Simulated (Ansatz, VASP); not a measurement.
# Fe in two plane-wave programs, part 2 of 2

Wanted: the spread between two codes on one cell, functional and k mesh. The cell is taken from a series of VASP runs on this material, whose earlier steps may have relaxed, scaled or displaced it; both programs get it as it stands.

VASP 6.6.1 and Ansatz 0.2.0.

So far: The structure; Ansatz: relaxation of cell and atoms, PBEsol; VASP: relaxation of cell and atoms, PBEsol.

## Step 4: Side by side

Known differences besides the potentials themselves: both relaxations stop at a tolerance, which leaves soft axes loose, and VASP keeps its plane-wave basis; the data sets hold 16 valence electrons in Ansatz (default PAW (the set named soft_2) files) and 8 in VASP; the cutoff is 420 eV in Ansatz and 450 eV in VASP; Ansatz makes its cores anew for this functional, VASP keeps those of its PBE data sets; VASP leaves aspherical gradient terms in its spheres out (LASPH is not set), Ansatz keeps them; Ansatz adds a Pulay correction to the stress that steers its cell, VASP none; site moments are counted in spheres of each program's own size. Total energies have different zeros and are not compared.

Compared:

```tsv
quantity	Ansatz	VASP	difference
volume (Å³)	10.85	10.84	+0.08 %
edge a after relaxation, in the typed setting (Å)	2.415	2.415	+0.02 %
total moment (μB)	2.13	2.14	-0.01
moment on Fe1 (μB)	2.15	2.12	+0.03
```

VASP's last cycles still show a density residual of 2e-03, so its state may not be settled. The walks stopped with 0.03 GPa left in Ansatz and 0.07 GPa in VASP; each walk ends within a tolerance, so the volume difference is uncertain by about these residues over the bulk modulus, most in soft cells.

## Step 5: VASP: relaxation of cell and atoms, BLYP

The relaxed volume is the usual yardstick between codes: its relative difference is about their pressure difference at one cell divided by the bulk modulus. The cell compared in this pair holds 12.05 Å³, against 10.85 Å³ for the pair before.

The input, INCAR:

```
SYSTEM = Fe
PREC = Accurate
ENCUT = 450
EDIFF = 1E-06
NELM = 100
ISMEAR = 1
SIGMA = 0.15
LREAL = .FALSE.
ALGO = Normal
GGA = B5
ALDAX = 1
AGGAX = 1
AGGAC = 1
ALDAC = 0
NBANDS = 12
ISPIN = 2
MAGMOM = 3
LMAXMIX = 4
LORBIT = 11
LWAVE = .FALSE.
LCHARG = .FALSE.
KPAR = 4
IBRION = 2
NSW = 50
ISIF = 3
EDIFFG = -0.006
```

The input, POSCAR:

```
Fe
1.0
   -1.4444017131      1.4444017131      1.4444017131
    1.4444017131     -1.4444017131      1.4444017131
    1.4444017131      1.4444017131     -1.4444017131
Fe
1
Direct
    0.0000000000      0.0000000000      0.0000000000
```

The input, KPOINTS:

```
Automatic mesh
0
Gamma
22 22 22
0 0 0
```

Potentials, in the order of the species: Fe (PBE family, release 64).

Started as:

```
mpirun -np 4 vasp_std
```

Numbers of over 12 decimals in the logs are rounded to 6 here.

What it wrote:

```text
[banner, memory and clock lines left out]
running    4 mpi-ranks, on    1 nodes
[...]
[... a notice as in an earlier step ...]

 LDA part: xc-table for (Slater(with rela. corr.)+VWN5), standard interpolation
 POSCAR, INCAR and KPOINTS ok, starting setup
[...]
entering main loop
       N       E                     dE             d eps       ncg     rms          rms(c)
DAV:   1     0.197927778347E+02    0.19793E+02   -0.35782E+03 17008   0.713E+02
DAV:   2    -0.730697021220E+01   -0.27100E+02   -0.25004E+02 16340   0.123E+02
DAV:   3    -0.799895428003E+01   -0.69198E+00   -0.68937E+00 18316   0.228E+01
DAV:   4    -0.800164137544E+01   -0.26871E-02   -0.26869E-02 17628   0.128E+00
[...]
DAV:  12    -0.717365456949E+01    0.23362E-05   -0.17893E-06 14752   0.151E-02    0.198E-02
DAV:  13    -0.717365616781E+01   -0.15983E-05   -0.18843E-06 16300   0.112E-02    0.987E-03
DAV:  14    -0.717365538695E+01    0.78086E-06   -0.27118E-07  8184   0.494E-03
[...]
DAV:   6    -0.717422867978E+01   -0.30343E-05   -0.15719E-05 17280   0.340E-02    0.122E-02
DAV:   7    -0.717422825003E+01    0.42974E-06   -0.96063E-07 14316   0.125E-02
   2 F= -.71742283E+01 E0= -.71740147E+01  d E =-.572863E-03  mag=     2.2328
 trial-energy change:   -0.000573  1 .order   -0.000520   -0.003335    0.002296
 step:   0.6058(harm=  0.5923)  dis= 0.00000  next Energy=    -7.174678 (dE=-0.102E-02)
[...]
N       E                     dE             d eps       ncg     rms          rms(c)
DAV:   1    -0.718131168399E+01   -0.70830E-02   -0.11200E-01 17676   0.492E+00    0.796E-01
DAV:   2    -0.717557013987E+01    0.57415E-02   -0.66134E-02 17892   0.303E+00    0.732E-01
DAV:   3    -0.717479261801E+01    0.77752E-03   -0.48542E-03 18072   0.876E-01    0.244E-01
DAV:   4    -0.717473080593E+01    0.61812E-04   -0.46472E-05 18372   0.898E-02    0.542E-02
DAV:   5    -0.717467598647E+01    0.54819E-04   -0.68568E-05 18472   0.620E-02    0.836E-03
DAV:   6    -0.717467719496E+01   -0.12085E-05   -0.14445E-06 16628   0.954E-03    0.448E-03
DAV:   7    -0.717467760287E+01   -0.40791E-06   -0.11945E-07  8080   0.458E-03
   3 F= -.71746776E+01 E0= -.71744669E+01  d E =-.102222E-02  mag=     2.2496
[...]
reached required accuracy - stopping structural energy minimisation
```

Parts of OUTCAR (step 5):

```text
  Total        0.0008908      0.0008908      0.0008908      0.0000000      0.0000000      0.0000000
  in kB        0.1199896      0.1199896      0.1199896      0.0000000      0.0000000      0.0000000
  external PRESSURE =       0.1199896 kB  Pullay stress =       0.0000000 kB

 POSITION                                       TOTAL-FORCE (eV/Angst)
 -----------------------------------------------------------------------------------
      0.00000     -0.00000      0.00000        -0.000000     -0.000000      0.000000
 -----------------------------------------------------------------------------------
    total drift:                                0.000000      0.000000     -0.000000

  FREE ENERGIE OF THE ION-ELECTRON SYSTEM (eV)
  ---------------------------------------------------
  free  energy   TOTEN  =        -7.1746776029 eV

  energy  without entropy=       -7.1740453826  energy(sigma->0) =       -7.17446686

 magnetization (x)
# of ion       s       p       d       tot
------------------------------------------
    1       -0.015  -0.048   2.311   2.248

[... 2 parts as in an earlier step ...]

[... 2 further parts left out ...]
[key lines of the parts left out:]
E-fermi :   5.8222
```

## Step 6: Ansatz: relaxation of cell and atoms, BLYP

The same cell, functional (in two slightly different forms), mesh and smearing now go to Ansatz, which takes its cutoff from its data sets.

The cell is taken from a series of VASP runs on this material, whose earlier steps may have relaxed, scaled or displaced it; both programs get it as it stands.

The input, input.yaml:

```yaml
crystal:
  lattice:
    - [-1.4444017131, 1.4444017131, 1.4444017131]
    - [1.4444017131, -1.4444017131, 1.4444017131]
    - [1.4444017131, 1.4444017131, -1.4444017131]
  atoms:
    - { symbol: Fe, position: [0.0, 0.0, 0.0], spin: 3.0 }
hamiltonian:
  xc: blyp
  pseudopotentials: { kind: paw }
magnetization:
  spin_polarized: true
kpoints:
  mp_grid: { grid: [22, 22, 22] }
scf:
  occupations: { method: methfessel_paxton, width: 0.15 }
relax:
  f_tol: 0.01
  max_steps: 60
  cell: { stress_tol: 0.05 }
output:
  forces: true
  stress: true
```

Started as:

```
ansatz run input.yaml --threads 4 --pin off --max-ram 9216MiB --backend cpu --events-out ev --progress --plain --runs-dir out
```

What it wrote:

```text
[...]
Crystal: 1 atoms, lattice volume = 12.054 Å³
Basis set: ecut = 420 eV, 225 PW (Γ), exchange–correlation on 36×36×36 points (8 copies of the dense FFT grid, shifted against one another)
Bands: 14, of which v1, the nominal top of the filled ones, is band 8 counted from 1 (7 counted from 0)
Symmetry: 48 space group operations
[...]
-0.000000      -0.021580      -0.000000
        0.000000       0.000000      -0.021580
  P = ⅓ Tr σ = -0.0216 GPa (-0.216 kbar)
--- Relaxed structure (4 steps of the walk, 4 accepted, 1 SCFs on fresh bases) ---
[...]
cell:  # Å, volume = 11.8577 Å³
    - [-1.436526, 1.436526, 1.436526]
    - [1.436526, -1.436526, 1.436526]
    - [1.436526, 1.436526, -1.436526]
  atoms:
    - { symbol: Fe, position: [0.0, 0.0, 0.0] }
[key lines of the parts left out:]
SCF converged after 6 iterations
Magnetization: 2.2151 μB (9.1076 up, 6.8924 down)
Free energy (F): -4488.166067 eV
Fermi energy:    18.025194 eV
```

Wall time 9.5 s (4 threads of Arm Neoverse V2, shared host); peak memory 0.39 GiB.

## Step 7: Side by side

What differs besides the data sets and the points named for the pairs above, as far as they apply: VASP's log shows a relativistic correction to its local exchange, Ansatz's none. Total energies have different zeros and are not compared.

Both answers:

```tsv
quantity	Ansatz	VASP	difference
volume (Å³)	11.86	11.89	-0.31 %
edge a after relaxation, in the typed setting (Å)	2.488	2.491	-0.10 %
total moment (μB)	2.22	2.25	-0.03
moment on Fe1 (μB)	2.26	2.25	+0.01
```

The walks stopped with -0.02 GPa left in Ansatz and 0.01 GPa in VASP; each walk ends within a tolerance, so the volume difference is uncertain by about these residues over the bulk modulus, most in soft cells.

## Step 8: Results

```yaml
difference_in_volume_relaxation_of_cell_and_atoms_pbesol: 0.083 %
difference_in_volume_relaxation_of_cell_and_atoms_blyp: -0.31 %
```

What this shows: The difference in volume is -0.31 % (relaxation of cell and atoms, BLYP), within the 1.2 % picked in this series as the mark of a large difference, as far as the stopping tolerances let one tell. How closely two codes agree says nothing of how well the functional describes the real material.

[Lines on the potential files, build, host, timing and source positions are cut from VASP's logs without a mark.]

[Logs are printed without paths, hosts, clocks, repeated set-up lines and the standing remarks that a program may print on its own settings, such as how far it seeks lower states.]

[Hosts, paths, dates, database ids (printed as entryN), source tags and the programs' standing remarks are cut or masked in the printed files.]
